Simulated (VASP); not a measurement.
Input:

```yaml
crystal:
  lattice:
    - [0.00000, 2.28617, 2.28617]
    - [2.28617, 0.00000, 2.28617]
    - [2.28617, 2.28617, 0.00000]
  atoms:
    - { symbol: Na, position: [0.00000, 0.00000, 0.00000] }
    - { symbol: F, position: [0.50000, 0.50000, 0.50000] }
```

Calculation: r2SCAN meta-GGA, VASP's PBE PAW potentials (set 64) (plane waves; VASP 6.6.1). Settings: 520 eV cut-off, 11×11×11 Γ-centred mesh, tetrahedra with Blöchl corrections, potentials Na_pv F.

**Question.** Give the energies of bands 5 to 8 at the high-symmetry points, in eV from the valence-band maximum.

**Answer.** 
```csv
band,Γ,X,U,L,W
5,0.00,-1.32,-1.10,-1.64,-0.91
6,0.00,-0.42,-0.86,-0.29,-0.91
7,0.00,-0.42,-0.39,-0.29,-0.60
8,7.41,14.06,13.84,11.89,14.31
```

The gap is direct, 7.41 eV, from the valence maximum at Γ to the conduction minimum at Γ.

The structure was generated: NaF was put into the rock salt type (Fm-3m), which need not be its known phase. It was relaxed first, which changed the volume by -14 %.
